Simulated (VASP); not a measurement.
Computed with PBEsol GGA, VASP's PBE PAW potentials (set 64) (plane waves; VASP).

VASP ran on this input.

**INCAR**
```
ISMEAR=0
LCHARG=.False.
LASPH=.True.   ! aspherical one-centre terms
IBRION=2
NELM=100   ! most electronic steps
LREAL=.False.
EDIFFG=-0.01
PREC=Accurate
LWAVE=.False.
GGA=PS
SYSTEM=C
ALGO=Normal   ! blocked Davidson
ENCUT=520   ! plane-wave cut-off (eV)
NSW=60   ! most ionic steps
ISIF=3   ! ions, shape and volume
EDIFF=1E-6   ! SCF stop (eV)
SIGMA=0.05   ! width (eV)
```

### KPOINTS
```
Automatic mesh
0
Gamma
11 11 11
0 0 0
```

POSCAR:
```
C
1.0
  0.0000000000   1.7835000000   1.7835000000
  1.7835000000   0.0000000000   1.7835000000
  1.7835000000   1.7835000000   0.0000000000
C
2
direct
  0.0000000000   0.0000000000   0.0000000000
  0.2500000000   0.2500000000   0.2500000000
```

POTCAR, in this order: C (PBE.64 set). Program: vasp_std.

Output

File OSZICAR:
```
       N       E                     dE             d eps       ncg     rms          rms(c)
DAV:   1    -0.392890031796E+01   -0.39289E+01   -0.49768E+03   936   0.982E+02
DAV:   2    -0.198188007890E+02   -0.15890E+02   -0.15533E+02  1432   0.107E+02
DAV:   3    -0.199110396228E+02   -0.92239E-01   -0.92239E-01   912   0.106E+01
DAV:   4    -0.199111881420E+02   -0.14852E-03   -0.14852E-03  1320   0.442E-01
DAV:   5    -0.199111881734E+02   -0.31315E-07   -0.31315E-07   936   0.480E-03    0.559E+00
DAV:   6    -0.194199893118E+02    0.49120E+00   -0.37744E-01   928   0.478E+00    0.331E+00
DAV:   7    -0.192487038242E+02    0.17129E+00   -0.41757E-01  1048   0.508E+00    0.701E-01
DAV:   8    -0.192487594405E+02   -0.55616E-04   -0.14888E-03   928   0.462E-01    0.303E-02
DAV:   9    -0.192487649274E+02   -0.54870E-05   -0.35317E-05  1304   0.559E-02    0.229E-02
DAV:  10    -0.192487698312E+02   -0.49038E-05   -0.31162E-06   992   0.209E-02    0.442E-03
DAV:  11    -0.192487697123E+02    0.11886E-06   -0.26823E-08   448   0.166E-03
   1 F= -.19248770E+02 E0= -.19248770E+02  d E =-.192488E+02
       N       E                     dE             d eps       ncg     rms          rms(c)
DAV:   1    -0.192499023441E+02   -0.11325E-02   -0.12137E-01  1064   0.365E+00    0.315E-01
DAV:   2    -0.192485451684E+02    0.13572E-02   -0.11659E-03   992   0.327E-01    0.160E-01
DAV:   3    -0.192480230425E+02    0.52213E-03   -0.11393E-03   976   0.269E-01    0.273E-02
DAV:   4    -0.192480213462E+02    0.16963E-05   -0.22014E-06   888   0.202E-02    0.165E-02
DAV:   5    -0.192480210708E+02    0.27544E-06   -0.15528E-07   592   0.637E-03
   2 F= -.19248021E+02 E0= -.19248021E+02  d E =0.748642E-03
       N       E                     dE             d eps       ncg     rms          rms(c)
DAV:   1    -0.192505554705E+02   -0.25341E-02   -0.37651E-02  1064   0.202E+00    0.175E-01
DAV:   2    -0.192501308843E+02    0.42459E-03   -0.36349E-04  1000   0.182E-01    0.897E-02
DAV:   3    -0.192499652888E+02    0.16560E-03   -0.35604E-04   976   0.150E-01    0.148E-02
DAV:   4    -0.192499643579E+02    0.93096E-06   -0.68262E-07   864   0.113E-02
   3 F= -.19249964E+02 E0= -.19249964E+02  d E =-.119465E-02
```

File OUTCAR:
```
------------------------ aborting loop because EDIFF is reached ----------------------------------------
  FORCE on cell =-STRESS in cart. coord.  units (eV):
  Direction    XX          YY          ZZ          XY          YZ          ZX
  --------------------------------------------------------------------------------------
  Total       -0.0008981     -0.0008981     -0.0008981      0.0000000      0.0000000      0.0000000
  in kB       -0.1279254     -0.1279254     -0.1279254      0.0000000      0.0000000      0.0000000
  external PRESSURE =      -0.1279254 kB  Pullay stress =       0.0000000 kB
  volume of cell :       11.25
      direct lattice vectors                 reciprocal lattice vectors
     0.000000000  1.778329741  1.778329741    -0.281162705  0.281162705  0.281162705
     1.778329741  0.000000000  1.778329741     0.281162705 -0.281162705  0.281162705
     1.778329741  1.778329741  0.000000000     0.281162705  0.281162705 -0.281162705
 POSITION                                       TOTAL-FORCE (eV/Angst)
 -----------------------------------------------------------------------------------
      0.00000      0.00000      0.00000         0.000000      0.000000      0.000000
      0.88916      0.88916      0.88916        -0.000000     -0.000000     -0.000000
 -----------------------------------------------------------------------------------
    total drift:                                0.000000      0.000000      0.000000
  FREE ENERGIE OF THE ION-ELECTRON SYSTEM (eV)
  ---------------------------------------------------
  free  energy   TOTEN  =       -19.2499643579 eV

  energy  without entropy=      -19.2499643579  energy(sigma->0) =      -19.24996436

 reached required accuracy - stopping structural energy minimisation
```
(Selected blocks of OUTCAR.)

**CONTCAR**
```
C
   1.00000000000000
     0.0000000000000000    1.7783297413102863    1.7783297413102863
     1.7783297413102863    0.0000000000000000    1.7783297413102863
     1.7783297413102863    1.7783297413102863    0.0000000000000000
  C
     2
Direct
     0.0000000000000000    0.0000000000000000    0.0000000000000000
     0.2500000000000000    0.2500000000000000    0.2500000000000000
```

The compound is C in the diamond structure. This run relaxes it. Symmetry was kept, so distortions that lower it aren't found.
